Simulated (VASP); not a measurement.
Here is the system:

```xyz
3
Lattice="1.7581 -3.0451 0.0000 1.7581 3.0451 0.0000 0.0000 0.0000 5.4478" Properties=species:S:1:pos:R:3 pbc="T T T"
Hf     0.0000     0.0000     0.0000
S      1.7581     1.0150     1.4622
S      1.7581    -1.0150     3.9856
```

All values below come from PBEsol GGA, VASP's PBE PAW potentials (set 64) (plane waves; VASP). Run with 500 eV cut-off, 7×7×4 Γ-centred mesh, Gaussian smearing of 0.050 eV, potentials Hf_pv S.

Without a dispersion term in the relaxation, distances and binding between the weakly bound layers, chains or molecules are unreliable, and so is what depends on them.

Estimate the energy per atom (σ→0), pressure.

```
Item                           Result
---------------------  --------------
energy per atom (σ→0)  -7.988 eV/atom
pressure                     4.99 GPa
```

Total energies compare only between runs with the same potentials, cut-off and functional.

The compound is HfS2 in the 1T layered structure. It was relaxed first under an external pressure of 5 GPa.
